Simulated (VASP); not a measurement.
Computed with PBE GGA with D4 dispersion, VASP's PBE PAW potentials (set 64) (plane waves; VASP 6.6.1).

A VASP calculation is set up with these files.

**INCAR**
```
SYSTEM = PtS2
PREC = Accurate
ENCUT = 520
EDIFF = 1E-7
NELM = 100
ALGO = Normal
LREAL = .FALSE.
LASPH = .TRUE.
ISMEAR = 0
SIGMA = 0.05
GGA = PE
IVDW = 13
LMAXMIX = 6
LWAVE = .FALSE.
LCHARG = .FALSE.
ISIF = 4
IBRION = 2
NSW = 30
EDIFFG = -0.01
```

File POSCAR:
```
PtS2
1
    1.7521242653    -3.0347683199     0.0000000000
    1.7521242653     3.0347683199     0.0000000000
    0.0000000000     0.0000000000     4.6425608621
Pt S
1 2
Direct
  0.0000000000   0.0000000000   0.0000000000
  0.3333330000   0.6666670000   0.2547983321
  0.6666670000   0.3333330000   0.7452016679
```

KPOINTS:
```
Automatic mesh
0
Gamma
7 7 5
0 0 0
```

POTCAR, in this order: Pt S (PBE.64 set). Program: vasp_std.

### Question
What will the output report for the number of irreducible k-points (NKPTS), largest plane-wave count, number of space-group operations, FFT grid (NGX, NGY, NGZ)?

### Answer

| Quantity | Value |
|---|---|
| number of irreducible k-points (NKPTS) | 32 |
| largest plane-wave count | 1361 |
| number of space-group operations | 12 |
| FFT grid (NGX, NGY, NGZ) | 28 × 28 × 36 |

The compound is PtS2 in the 1T layered structure. This cell is one point of a volume scan, at 0.94 of the reference volume. Symmetry was kept, so distortions that lower it aren't found.
